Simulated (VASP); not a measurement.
VASP, PAW. Band gap of LiH (rock salt) (no spin-orbit coupling).  mBJ is a potential without an energy functional, so only the levels count.

```json
[
 {"level": "PBE-D3(BJ) (own cell)", "band gap (eV)": "2.89"},
 {"level": "LDA (own cell)", "band gap (eV)": "2.52"}
]
```

Task: Estimate the band gap from r2SCAN (own cell), optB88-vdW (own cell), mBJ (TB09) (PBE cell).

Result: 
```yaml
r2SCAN (own cell): 3.58 eV
optB88-vdW (own cell): 3.31 eV
mBJ (TB09) (PBE cell): 5.07 eV
```

Only levels that ran to the end are used. Left out are those held back, those with too coarse a band path, GW runs whose mesh misses a band edge, hybrids' fits of cells that aren't cubic and levels without matching references; a question may draw on a part of the rest.

The compound is LiH in the rock salt structure.
